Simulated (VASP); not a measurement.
```
CELL_PARAMETERS angstrom
      3.64251     0.00000     0.00000
      0.00000     3.64251     0.00000
      0.00000     0.00000     3.64251
ATOMIC_POSITIONS crystal
  Pr 0.00000 0.00000 0.00000
  Zn 0.50000 0.50000 0.50000
```

Level of theory: PBEsol GGA, VASP's PBE PAW potentials (set 64) (plane waves; VASP 6.6.1). Settings: 400 eV cut-off, Gaussian smearing of 0.050 eV, potentials Pr_3 Zn.

The 4f electrons are frozen in the core of the lanthanide potential, so 4f levels, which can set the real gap, and their magnetism are missing.

**Question.** Give the energies of bands 5 to 14 at the high-symmetry points, in eV from the Fermi level.

**Answer.** 
| band | Γ | X | M | R |
|---|---|---|---|---|
| 5 | -7.12 | -7.06 | -7.11 | -6.96 |
| 6 | -7.12 | -6.95 | -7.07 | -6.96 |
| 7 | -6.95 | -6.95 | -7.03 | -6.96 |
| 8 | -6.95 | -6.93 | -7.03 | -6.81 |
| 9 | -6.95 | -6.92 | -6.82 | -6.81 |
| 10 | -6.50 | -3.45 | -4.33 | -2.27 |
| 11 | -0.47 | -2.92 | 0.22 | -2.27 |
| 12 | -0.47 | 0.02 | 0.70 | -2.27 |
| 13 | 4.66 | 1.15 | 0.70 | -1.00 |
| 14 | 4.66 | 1.15 | 2.76 | 6.64 |

It has no gap at this level: it comes out as a metal or semimetal.

The structure comes from a measured PrZn entry (Pm-3m) of the Crystallography Open Database, whose conditions weren't checked. It was relaxed first. The electron count is odd and the run is not spin-polarised, which forces a metal.
